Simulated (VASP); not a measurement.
An input for Quantum ESPRESSO's pw.x (written as the equivalent of a VASP run, and not itself run):

```
&CONTROL
  calculation = 'scf'
  pseudo_dir = './pseudo'
  outdir = './out'
  tprnfor = .true.
  tstress = .true.
/
&SYSTEM
  ibrav = 0
  nat = 2
  ntyp = 2
  ecutwfc = 88
  occupations = 'smearing'
  smearing = 'gaussian'
  degauss = 0.003675
  input_dft = 'pbe'
/
&ELECTRONS
  conv_thr = 7.3e-08
  electron_maxstep = 100
/
ATOMIC_SPECIES
  Na 22.990 Na.upf
  H 1.008 H.upf
CELL_PARAMETERS angstrom
     0.0000000    2.4949900    2.4868880
     2.4442270    0.0000000    2.4868880
     2.4442270    2.4949900    0.0000000
ATOMIC_POSITIONS crystal
  Na   0.0000000  0.0000000  0.0000000
  H    0.4866520  0.5133480  0.5133480
K_POINTS automatic
  8 8 8 0 0 0
```

Task: Translate this input to VASP (INCAR, KPOINTS, POSCAR, choice of POTCAR).

Result: Several could match; the one computed here: 
INCAR:
```
! general
SYSTEM=NaH
PREC  =Accurate
ENCUT =400
LREAL =.FALSE.
LASPH =.TRUE.

! electronic loop
EDIFF =1E-6
NELM  =100
ALGO  =Normal

! smearing
ISMEAR=0
SIGMA =0.05

! functional
GGA   =PE

! ions
ISIF  =2

! output
LWAVE =.FALSE.
LCHARG=.FALSE.
```

**POSCAR**
```
NaH
1
    0.0000000000     2.4949900000     2.4868880000
    2.4442270000     0.0000000000     2.4868880000
    2.4442270000     2.4949900000     0.0000000000
Na H
1 1
Direct
  0.0000000000   0.0000000000   0.0000000000
  0.4866520000   0.5133480000   0.5133480000
```

File KPOINTS:
```
Automatic mesh
0
Gamma
8 8 8
0 0 0
```

POTCAR, in this order: Na_pv H (PBE.64 set). Program: vasp_std.

The two are equivalent in intent, not identical: the potentials are each code's own (VASP's PAW set, PseudoDojo norm-conserving files in pw.x), so ENCUT and ecutwfc are chosen apart and not converted; conv_thr bounds pw.x's estimated SCF error, while EDIFF bounds the energy change between steps.

The compound is NaH in the rock salt structure. The cell was not relaxed at this level, atoms are displaced from their ideal sites.
